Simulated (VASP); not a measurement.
AgI (wurtzite), at 1.04 of the tabulated volume:

```
AgI
1.0
    2.32520    -4.02737     0.00000
    2.32520     4.02737     0.00000
    0.00000     0.00000     7.60883
Ag I
2 2
Direct
  0.66667   0.33333   0.50000
  0.33333   0.66667   0.00000
  0.66667   0.33333   0.87500
  0.33333   0.66667   0.37500
```

The lowest empty band near Γ, direction a*, from mBJ (TB09) with spin-orbit coupling in VASP (PAW); its two spin partners are averaged. The gap over the points computed is 2.58 eV, and the next band on that side lies 1.03 eV away at the edge.

Settings: 400 eV cut-off, 6×6×4 Γ-centred mesh, Gaussian smearing of 0.050 eV, potentials Ag I.

| distance from the edge in k (1/Å) | distance in energy (meV) |
|---|---|
| 0.018 | 4.2 |
| 0.025 | 8.0 |
| 0.035 | 15.6 |
| 0.050 | 31.5 |
| 0.070 | 61.0 |

### Question
Fit E(1 + αE) = ħ²k²/2m* (ħ²/2m0 = 3.810 eV Å²) and predict the row at 0.095 1/Å.

### Answer
Least squares on the energies gives the electron mass m* = 0.297 m0 and α = 0.48 per eV, and so 109.9 meV. The run gave 109.8 meV, -0.1 meV from the fit.

Left out are points under 3 meV from the edge, since the levels carry 0.1 meV, and points farther than half the way to the next band.

The compound is AgI in the wurtzite structure. The cell was not relaxed at this level.
